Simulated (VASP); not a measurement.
# SnHgAs2 with PBE: from relaxation to properties, part 5 of 5

Wanted: the relaxed cell of SnHgAs2 and its properties. The cell is invented: it takes the structure of a Materials Project entry for CdSnAs2 (space group 166 there), with some of its atoms replaced by other elements, volume scaled by an estimate. It may not be a known or stable phase. Left out of this account: at least 7 further runs (self-consistent run: it repeats an earlier run and gave the same numbers).

VASP 6.6.1; PBE; plane waves and PAW (Hg, Sn_d, As); invented cell.

Still holding for the runs below: The k-mesh is coarse for a metal.

So far. Step 11 (Volume scan with PBE, volume scale 1): The run ends at a pressure of 0.04 GPa, with forces up to 0.0032 eV/Å.

### Step 12. Volume scan with PBE, volume scale 1.02

INCAR

```
SYSTEM = SnHgAs2
PREC = Accurate
ENCUT = 400
EDIFF = 1E-06
NELM = 100
ISMEAR = 0
SIGMA = 0.05
LREAL = .FALSE.
ALGO = Normal
GGA = PE
NBANDS = 24
LORBIT = 11
LWAVE = .FALSE.
LCHARG = .FALSE.
KPAR = 2
ISIF = 2
```

POSCAR

```
SnHgAs2
1.0
    2.0219743126      1.1673877144      6.8415470371
   -2.0219743126      1.1673877144      6.8415470371
    0.0000000000     -2.3347754287      6.8415470371
Hg Sn As
1 1 2
Direct
    0.5000000000      0.5000000000      0.5000000000
    0.0000000000      0.0000000000      0.0000000000
    0.2514731690      0.2514731690      0.2514731690
    0.7485268310      0.7485268310      0.7485268310
```

KPOINTS

```
Automatic mesh
0
Gamma
6 6 6
0 0 0
```

Potentials, in the order of the species: Hg, Sn_d and As (PBE family, release 64).

Started as:

```console
$ mpirun -np 2 vasp_std
```

What it wrote:

```text
[... set-up lines as in an earlier step ...]
 entering main loop
       N       E                     dE             d eps       ncg     rms          rms(c)
DAV:   1     0.257643606286E+03    0.25764E+03   -0.14535E+04  1592   0.142E+03
DAV:   2     0.989077388686E+01   -0.24775E+03   -0.24007E+03  1616   0.406E+02
DAV:   3    -0.128215141706E+02   -0.22712E+02   -0.22395E+02  1904   0.112E+02
DAV:   4    -0.134203092427E+02   -0.59880E+00   -0.59825E+00  1696   0.193E+01
[...]
DAV:  11    -0.129878012827E+02    0.33806E-05   -0.66726E-05  1840   0.781E-02    0.239E-02
DAV:  12    -0.129878065806E+02   -0.52978E-05   -0.17369E-05  1648   0.245E-02    0.120E-02
DAV:  13    -0.129878070051E+02   -0.42449E-06   -0.95687E-07  1120   0.798E-03
   1 F= -.12987807E+02 E0= -.12987170E+02  d E =-.127369E-02
```

Elapsed: 64 s, on 2 MPI ranks of Intel Xeon Platinum 8375C at 2.90GHz (Ice Lake), shared host; peak memory 0.68 GiB.

OUTCAR, selected parts (step 12):

```text
  Total       -0.6831864     -0.6831868     -0.7433245      0.0000000     -0.0000000      0.0000000
  in kB      -11.2967492    -11.2967550    -12.2911551      0.0000000     -0.0000000      0.0000000
  external PRESSURE =     -11.6282197 kB  Pullay stress =       0.0000000 kB

 POSITION                                       TOTAL-FORCE (eV/Angst)
 -----------------------------------------------------------------------------------
      0.00000      0.00000     10.26232        -0.000000      0.000000      0.000000
      0.00000      0.00000      0.00000         0.000000     -0.000000      0.000000
      0.00000      0.00000      5.16140         0.000000      0.000000      0.026700
      0.00000      0.00000     15.36324         0.000000     -0.000000     -0.026700
 -----------------------------------------------------------------------------------
    total drift:                                0.000000      0.000000     -0.000000

  FREE ENERGIE OF THE ION-ELECTRON SYSTEM (eV)
  ---------------------------------------------------
  free  energy   TOTEN  =       -12.9878070051 eV

  energy  without entropy=      -12.9865333147  energy(sigma->0) =      -12.98717016

[... 1 part as in an earlier step ...]

[... 2 further parts left out ...]
[key lines of the parts left out:]
E-fermi :   4.7443
```

The pressure falls from 0.04 to -1.16 GPa.

The run ends at a pressure of -1.16 GPa, with forces up to 0.027 eV/Å.

### Step 13. Volume scan with PBE, volume scale 1.04

INCAR is that of step 12.

POSCAR

```
SnHgAs2
1.0
    2.0351043838      1.1749683665      6.8859739121
   -2.0351043838      1.1749683665      6.8859739121
    0.0000000000     -2.3499367329      6.8859739121
Hg Sn As
1 1 2
Direct
    0.5000000000      0.5000000000      0.5000000000
    0.0000000000      0.0000000000      0.0000000000
    0.2514731690      0.2514731690      0.2514731690
    0.7485268310      0.7485268310      0.7485268310
```

KPOINTS is that of step 12.

Started as:

```console
$ mpirun -np 2 vasp_std
```

What it wrote:

```text
[... set-up lines as in an earlier step ...]
 entering main loop
       N       E                     dE             d eps       ncg     rms          rms(c)
DAV:   1     0.261351155285E+03    0.26135E+03   -0.14394E+04  1576   0.141E+03
DAV:   2     0.939327757431E+01   -0.25196E+03   -0.24399E+03  1616   0.406E+02
DAV:   3    -0.128164949586E+02   -0.22210E+02   -0.21942E+02  1952   0.112E+02
DAV:   4    -0.133841248372E+02   -0.56763E+00   -0.56732E+00  1640   0.189E+01
[...]
DAV:  11    -0.129683172454E+02    0.20735E-05   -0.63291E-05  1848   0.752E-02    0.233E-02
DAV:  12    -0.129683223675E+02   -0.51221E-05   -0.16060E-05  1632   0.234E-02    0.114E-02
DAV:  13    -0.129683227562E+02   -0.38865E-06   -0.87194E-07  1128   0.773E-03
   1 F= -.12968323E+02 E0= -.12967680E+02  d E =-.128644E-02
```

The job ended after 59 s (2 MPI ranks; peak memory 0.7 GiB).

Parts of OUTCAR (step 13):

```text
  Total       -1.3493179     -1.3493186     -1.4244544      0.0000000     -0.0000000      0.0000000
  in kB      -21.8824213    -21.8824325    -23.1009396      0.0000000     -0.0000000      0.0000000
  external PRESSURE =     -22.2885978 kB  Pullay stress =       0.0000000 kB

 POSITION                                       TOTAL-FORCE (eV/Angst)
 -----------------------------------------------------------------------------------
      0.00000      0.00000     10.32896         0.000000     -0.000000      0.000000
      0.00000      0.00000      0.00000         0.000000      0.000000      0.000000
      0.00000      0.00000      5.19491         0.000000      0.000000      0.055242
      0.00000      0.00000     15.46301         0.000000     -0.000000     -0.055242
 -----------------------------------------------------------------------------------
    total drift:                                0.000000      0.000000     -0.000000

  FREE ENERGIE OF THE ION-ELECTRON SYSTEM (eV)
  ---------------------------------------------------
  free  energy   TOTEN  =       -12.9683227562 eV

  energy  without entropy=      -12.9670363210  energy(sigma->0) =      -12.96767954

[... 1 part as in an earlier step ...]

[... 2 further parts left out ...]
[key lines of the parts left out:]
E-fermi :   4.5416
```

The pressure falls from -1.16 to -2.23 GPa.

The run ends at a pressure of -2.23 GPa, with forces up to 0.055 eV/Å.

### Step 14. Volume scan with PBE, volume scale 1.06

A prediction first. A least-squares parabola for the 6 pressures of evenly scaled cells so far, P = 0.04 -64.2 t +167 t² GPa with t = ln(V/V₁) and V₁ the volume at scale 1, gives -3.14 GPa at t = +0.0583.

INCAR is that of step 13.

POSCAR

```
SnHgAs2
1.0
    2.0480671816      1.1824524432      6.9298348010
   -2.0480671816      1.1824524432      6.9298348010
    0.0000000000     -2.3649048864      6.9298348010
Hg Sn As
1 1 2
Direct
    0.5000000000      0.5000000000      0.5000000000
    0.0000000000      0.0000000000      0.0000000000
    0.2514731690      0.2514731690      0.2514731690
    0.7485268310      0.7485268310      0.7485268310
```

KPOINTS is that of step 13.

Started as:

```console
$ mpirun -np 2 vasp_std
```

What it wrote:

```text
[... set-up lines as in an earlier step ...]
 entering main loop
       N       E                     dE             d eps       ncg     rms          rms(c)
DAV:   1     0.254926251388E+03    0.25493E+03   -0.14408E+04  1560   0.140E+03
DAV:   2     0.832178727510E+01   -0.24660E+03   -0.23905E+03  1640   0.390E+02
DAV:   3    -0.128028644727E+02   -0.21125E+02   -0.20885E+02  1960   0.109E+02
DAV:   4    -0.133382373844E+02   -0.53537E+00   -0.53469E+00  1648   0.186E+01
[...]
DAV:  11    -0.129369452220E+02    0.59250E-06   -0.60199E-05  1848   0.720E-02    0.224E-02
DAV:  12    -0.129369500709E+02   -0.48489E-05   -0.14648E-05  1600   0.225E-02    0.105E-02
DAV:  13    -0.129369504244E+02   -0.35350E-06   -0.76490E-07  1120   0.728E-03
   1 F= -.12936950E+02 E0= -.12936237E+02  d E =-.142621E-02
```

Run time: 56 s. Hardware: 2 MPI ranks; peak memory 0.68 GiB; 1.8 min of CPU time.

Parts of OUTCAR (step 14):

```text
  Total       -1.9657520     -1.9657530     -2.0397924      0.0000000      0.0000000      0.0000000
  in kB      -31.2778782    -31.2778944    -32.4559655      0.0000000      0.0000000      0.0000000
  external PRESSURE =     -31.6705794 kB  Pullay stress =       0.0000000 kB

 POSITION                                       TOTAL-FORCE (eV/Angst)
 -----------------------------------------------------------------------------------
      0.00000      0.00000     10.39475         0.000000     -0.000000      0.000000
      0.00000      0.00000      0.00000        -0.000000     -0.000000      0.000000
      0.00000      0.00000      5.22800        -0.000000      0.000000      0.082154
      0.00000      0.00000     15.56150        -0.000000      0.000000     -0.082154
 -----------------------------------------------------------------------------------
    total drift:                                0.000000      0.000000     -0.000000

  FREE ENERGIE OF THE ION-ELECTRON SYSTEM (eV)
  ---------------------------------------------------
  free  energy   TOTEN  =       -12.9369504244 eV

  energy  without entropy=      -12.9355242154  energy(sigma->0) =      -12.93623732

[... 1 part as in an earlier step ...]

[... 2 further parts left out ...]
[key lines of the parts left out:]
E-fermi :   4.3466
```

The pressure falls from -2.23 to -3.17 GPa. The parabola predicted -3.14 GPa, +0.03 GPa off.

### Step 15. Comparing the runs

Times are for 2 MPI ranks of Intel Xeon Platinum 8375C at 2.90GHz (Ice Lake), shared host. The runs compared:

| no. | volume scale | energy above the lowest point (meV/atom) | pressure (GPa) | time | memory (GiB) |
| --- | --- | --- | --- | --- | --- |
| 1 | 0.94 | 20.2 | 4.652 | 58 s | 0.69 |
| 2 | 0.96 | 8.83 | 2.926 | 66 s | 0.68 |
| 3 | 0.98 | 2.29 | 1.396 | 79 s | 0.67 |
| 4 | 1 | 0 | 0.04054 | 67 s | 0.68 |
| 5 | 1.02 | 1.51 | -1.163 | 64 s | 0.68 |
| 6 | 1.04 | 6.38 | -2.229 | 59 s | 0.7 |
| 7 | 1.06 | 14.24 | -3.167 | 56 s | 0.68 |

### Step 16. Fit for PBE

This step: Birch-Murnaghan fit, PBE; plane waves and PAW; invented cell (VASP 6.6.1).

This step runs nothing: it gathers the runs above.

Numbers from this step:

```yaml
pressure_derivative_of_the_bulk_modulus: 4.967
r_m_s_error_of_the_fit: 3.58e-6 eV/atom
minimum_inside_the_sampled_range: yes
bulk_modulus: 63.33 GPa
equilibrium_volume_of_the_fit: 23.79 Å³/atom
```

The energy above the fitted minimum by volume:

```csv
volume (Å³/atom),energy above the fitted minimum (eV/atom)
22.32,0.0202
22.80,0.00884
23.27,0.00230
23.75,1.3e-5
24.22,0.00152
24.70,0.00639
25.17,0.0143
```

The fit over cells of fixed shape and fractional positions puts the volume +0.17 % from the relaxed one. At a finite cutoff and mesh the minimum of the energy and the zero of the stress don't quite coincide, and the relaxation stops at a threshold. The atoms bear forces along the scan, since they were held; freeing them would lower the modulus.

### Step 17. Fit for PBE

Derived from the runs above.

Table of energy above the fitted minimum by volume:

| volume (Å³/atom) | energy above the fitted minimum (eV/atom) |
| --- | --- |
| 22.32 | 0.0202 |
| 22.80 | 0.00884 |
| 23.27 | 0.00230 |
| 23.75 | 1.3e-5 |
| 24.22 | 0.00152 |
| 24.70 | 0.00639 |
| 25.17 | 0.0143 |

The fit over cells of fixed shape and fractional positions puts the volume +0.17 % from the relaxed one. At a finite cutoff and mesh the minimum of the energy and the zero of the stress don't quite coincide, and the relaxation stops at a threshold. The atoms bear forces along the scan, since they were held; freeing them would lower the modulus.

### Step 18. Summary of results

| Item | Value |
| --- | --- |
| relaxed volume | 23.75 Å³/atom |
| relaxed conventional cell a, b, c | 4.017, 4.017, 20.390 Å; angles 90.0, 90.0, 120.0° |
| space group after relaxing, within 0.02 Å | R-3m (No. 166) |
| band gap | none, a metal |
| DOS at the Fermi level | 2.49 states/eV/cell |
| shallowest level of the frozen cores | As3 3d, 35.4 eV deep |
| bulk modulus from the fit | 63.3 GPa |
| volume from the fit | 23.8 Å³/atom |

In words: With PBE, SnHgAs2 relaxes to 23.75 Å³/atom in space group R-3m (held by the symmetry of the run), comes out as a metal and has a bulk modulus of 63.3 GPa at fixed shape and positions, an upper bound. Band structure (PBE): Of the bands kept, 3 cross the Fermi level on this path. Spin-orbit coupling is left out, and with elements this heavy it would split and shift bands near the Fermi level. The k-sampling is coarse for a metal, so the Fermi level, pressures and the shape of the cell carry errors. No search among competing phases was made. All values are for a static lattice at zero temperature.

[Lines on the potential files, build, host, timing and source positions are cut from VASP's logs without a mark.]

[Logs are printed without paths, hosts, clocks, repeated set-up lines and the standing remarks that a program may print on its own settings, such as how far it seeks lower states.]

[Hosts, paths, dates, database ids (printed as entryN), source tags and the programs' standing remarks are cut or masked in the printed files.]

[A measured line is paired with the nearest computed mode of its activity, which favours agreement.]

[In band tables of VASP the shares of atoms and orbitals are scaled to a sum of 1 inside the atoms' spheres.]
